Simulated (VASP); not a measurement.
The system is Ru.

```
Ru
1.0
     2.71900    0.00000    0.00000
    -1.35950    2.35472    0.00000
     0.00000    0.00000    4.29677
Ru
2
Direct
  0.33333 0.66667 0.25000
  0.66667 0.33333 0.75000
```

Base run:

* Program: VASP 6.6.1
* Functional: PBE
* Potentials or basis: VASP PAW PBE potentials, release 64 (Ru_pv)
* Cutoff: 300 eV
* k mesh: 18 × 18 × 10
* Occupations: methfessel-paxton, width 0.1 eV
* Spin: no spin polarisation

Its results: band gap on the k mesh none (metal or under the smearing width); pressure -0.7 GPa.

Task: The run is repeated on the same cell with these changes: functional from PBE to PBEsol. What comes out?

Result: Band gap on the k mesh none (metal or under the smearing width); pressure -11.2 GPa.

PBEsol binds more tightly than PBE, so the same cell stands under less pressure.

Caveats: the PAW data sets were made with another functional, which shifts forces and pressure a little (some runs).
